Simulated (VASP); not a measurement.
Level of theory: AM05 GGA, VASP's PBE PAW potentials (set 64) (plane waves; VASP).

The input files of a VASP run:

File KPOINTS:
```
k-points along high-symmetry lines
15
Line-mode
Reciprocal
  0.000000   0.000000   0.000000 ! GAMMA
  0.500000  -0.500000   0.500000 ! H

  0.500000  -0.500000   0.500000 ! H
  0.000000  -0.000000   0.500000 ! N

  0.000000  -0.000000   0.500000 ! N
  0.000000   0.000000   0.000000 ! GAMMA

  0.000000   0.000000   0.000000 ! GAMMA
  0.250000   0.250000   0.250000 ! P

  0.250000   0.250000   0.250000 ! P
  0.500000  -0.500000   0.500000 ! H

  0.250000   0.250000   0.250000 ! P
  0.000000  -0.000000   0.500000 ! N
```

### POSCAR
```
Fe
1.0
 -1.3921566897   1.3921566897   1.3921566897
  1.3921566897  -1.3921566897   1.3921566897
  1.3921566897   1.3921566897  -1.3921566897
Fe
1
Cartesian
  0.0000000000   0.0000000000   0.0000000000
```

INCAR:
```
ISPIN = 2   ! spin-polarised
PREC = Accurate
ENCUT = 520   ! plane-wave cut-off (eV)
MAGMOM = 2.1
LREAL = .FALSE.   ! projection in real space or not
LORBIT = 11
LASPH = .TRUE.
ISMEAR = 0
NELM = 100   ! most electronic steps
LWAVE = .FALSE.
GGA = AM   ! AM05
LMAXMIX = 4
SIGMA = 0.05
EDIFF = 1E-7
ALGO = Normal   ! blocked Davidson
SYSTEM = Fe
ICHARG = 11   ! fixed density
LCHARG = .FALSE.
```

POTCAR, in this order: Fe (PBE.64 set). Program: vasp_std. Read from the step before: CHGCAR.

The run wrote:

File OUTCAR:
```
 ion  position               nearest neighbor table
   1  0.000  0.000  0.000-
  LATTYP: Found a body centered cubic cell.
 ALAT       =     2.7843133794
 Subroutine PRICEL returns:
 Original cell was already a primitive cell.
 Subroutine GETGRP returns: Found 48 space group operations
The static configuration has the point symmetry O_h .
The dynamic configuration has the point symmetry O_h .
The overall configuration has the point symmetry O_h .
 Subroutine INISYM returns: Found 48 space group operations
   k-points           NKPTS =     90   k-points in BZ     NKDIM =     90   number of bands    NBANDS=      9
   number of dos      NEDOS =    301   number of ions     NIONS =      1
   total plane-waves  NPLWV =   5832
   dimension x,y,z NGX =    18 NGY =   18 NGZ =   18
   dimension x,y,z NGXF=    36 NGYF=   36 NGZF=   36
   ions per type =               1
   PREC   = accura    normal or accurate (medium, high low for compatibility)
   ISTART =      0    job   : 0-new  1-cont  2-samecut
   ICHARG =     11    charge: 1-file 2-atom 10-const
   ISPIN  =      2    spin polarized calculation?
   LNONCOLLINEAR =      F non collinear calculations
   LSORBIT =      F    spin-orbit coupling
   INIWAV =      1    electr: 0-lowe 1-rand  2-diag
   ENCUT  =  520.0 eV  38.22 Ry    6.18 a.u.   4.48  4.48  4.48*2*pi/ulx,y,z
...
```

### OSZICAR
```
       N       E                     dE             d eps       ncg     rms          rms(c)
DAV:   1     0.162411598577E+02    0.16241E+02   -0.42063E+03  3384   0.113E+03
DAV:   2    -0.884767706508E+01   -0.25089E+02   -0.22977E+02  3306   0.133E+02
DAV:   3    -0.916240711442E+01   -0.31473E+00   -0.31371E+00  3747   0.198E+01
DAV:   4    -0.916371772742E+01   -0.13106E-02   -0.13105E-02  3538   0.114E+00
DAV:   5    -0.916373010826E+01   -0.12381E-04   -0.12381E-04  3577   0.973E-02
DAV:   6    -0.916373025770E+01   -0.14944E-06   -0.14972E-06  3531   0.103E-02
DAV:   7    -0.916373025931E+01   -0.16161E-08   -0.19862E-08  2995   0.114E-03
   1 F= -.91637303E+01 E0= -.91623452E+01  d E =-.277004E-02  mag=     2.1386
```

**OUTCAR**
```



 magnetization (x)

# of ion       s       p       d       tot
------------------------------------------
    1       -0.008  -0.021   2.183   2.154
```
(Selected blocks of OUTCAR.)

**OUTCAR**
```
 val. band max:        6.3923455429   @ k =   0.4643  -0.4643   0.5000

 cond. band min:       6.4030814568   @ k =   0.4286  -0.4286   0.5000



 spin component 1

 k-point     1 :       0.0000    0.0000    0.0000
  band No.  band energies     occupation
      1      -2.6486      1.00000
      2       3.7666      1.00000
      3       3.7666      1.00000
      4       3.7666      1.00000
      5       5.2057      1.00000
      6       5.2057      1.00000
      7      31.5190      0.00000
      8      31.5190      0.00000
      9      31.5190      0.00000

 k-point     2 :       0.0357   -0.0357    0.0357
  band No.  band energies     occupation
      1      -2.5382      1.00000
      2       3.7652      1.00000
      3       3.7652      1.00000
      4       3.7979      1.00000
      5       5.1528      1.00000
      6       5.2266      1.00000
      7      30.8210      0.00000
      8      31.4455      0.00000
      9      31.4455      0.00000

 k-point     3 :       0.0714   -0.0714    0.0714
  band No.  band energies     occupation
      1      -2.2123      1.00000
      2       3.7649      1.00000
      3       3.7649      1.00000
      4       3.8905      1.00000
      5       4.9964      1.00000
      6       5.2874      1.00000
      7      29.4503      0.00000
      8      31.0927      0.00000
      9      31.0927      0.00000

 k-point     4 :       0.1071   -0.1071    0.1071
  band No.  band energies     occupation
      1      -1.6881      1.00000
      2       3.7762      1.00000
      3       3.7762      1.00000
      4       4.0403      1.00000
      5       4.7437      1.00000
      6       5.3847      1.00000
      7      28.0434      0.00000
      8      30.2188      0.00000
      9      30.2188      0.00000

 k-point     5 :       0.1429   -0.1429    0.1429
  band No.  band energies     occupation
      1      -0.9982      1.00000
      2       3.8139      1.00000
...
```

The density is held fixed in this step, so its total energy and stress have no physical meaning.

The compound is Fe in the bcc structure. It was relaxed first, which changed the volume by -9 %.
